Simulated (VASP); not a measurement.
Runs of VASP 6.6.1 on CsLiCr2Te2S3. It takes space group Pm (No. 6, monoclinic). Conventional cell: a = 6.866 Å, b = 3.835 Å, c = 8.653 Å, α = 90.00°, β = 108.00°, γ = 90.00°. Cs (site symmetry m) is surrounded by 3 S at 3.28 to 3.30 Å and 1 Te at 3.76 Å. Li (site symmetry m) has 3 S at 2.16 to 2.23 Å as nearest neighbours. Around Cr (site symmetry m) lie 5 S at 2.39 to 2.54 Å and 1 Te at 2.73 Å and 2 Li at 2.75 Å. Cr (site symmetry m) has 2 S at 2.30 to 2.42 Å as nearest neighbours. Te (site symmetry m) has 3 Cr at 2.68 to 2.73 Å as nearest neighbours. Around Te (site symmetry m) lie 1 S at 2.47 Å and 2 Cr at 2.71 Å and 2 Li at 2.75 Å. S (site symmetry m) is surrounded by 2 Li at 2.16 Å and 1 Cr at 2.41 Å and 1 Te at 2.47 Å. S (site symmetry m) is surrounded by 3 Cr at 2.30 to 2.39 Å. The cell was built by a generator and needn't be a form met in nature.

```tsv
task	level	potentials or basis	cell	cutoff (eV)	gap on the mesh (eV)	pressure (GPa)	moment (μB)	relaxed volume (Å³/atom)	largest force (eV/Å)
band structure	LDA	VASP PAW LDA potentials, release 64 (Cs_sv, Li_sv, Cr_pv, Te, S)	Pm, 24.08 Å³/atom	520	0.18	-	5.98	-	-
relaxation of cell and atoms	LDA	VASP PAW LDA potentials, release 64 (Cs_sv, Li_sv, Cr_pv, Te, S)	relaxed	600	0.18	0.0	5.98	24.08	0.02
relaxation of cell and atoms	PBEsol	VASP PAW PBE potentials, release 64 (Cs_sv, Li_sv, Cr_pv, Te, S)	relaxed	600	0.44	0.0	6.00	25.39	0.02
band structure	PBEsol	VASP PAW PBE potentials, release 64 (Cs_sv, Li_sv, Cr_pv, Te, S)	Pm, 25.39 Å³/atom	520	0.44	-	6.00	-	-
band structure	PBE	VASP PAW PBE potentials, release 64 (Cs_sv, Li_sv, Cr_pv, Te, S)	Pm, 27.1 Å³/atom	520	(a)	-	6.00	-	-
```

Alike in all rows: spin collinear, ferromagnetic start; k mesh 4 × 7 × 3; smearing fermi-dirac 0.05 eV.

Q: Estimate the missing entries.

A: (a) 0.46.

Caveats: the cutoff is under 1.25 times the usual one of these potentials, so pressure, stress and relaxed cells hold a basis-set (Pulay) error; spin-orbit coupling is left out, which moves the levels of the heavy elements; only a ferromagnetic start was run, and an antiferromagnetic order may lie lower in energy; an odd mesh through Γ misses points on the zone boundary, where band edges often lie (some runs); the PAW data sets were made with another functional, which shifts forces and pressure a little (some runs).

A k mesh can miss the band edges, and the runs leave out spin-orbit coupling on Cs, Te.
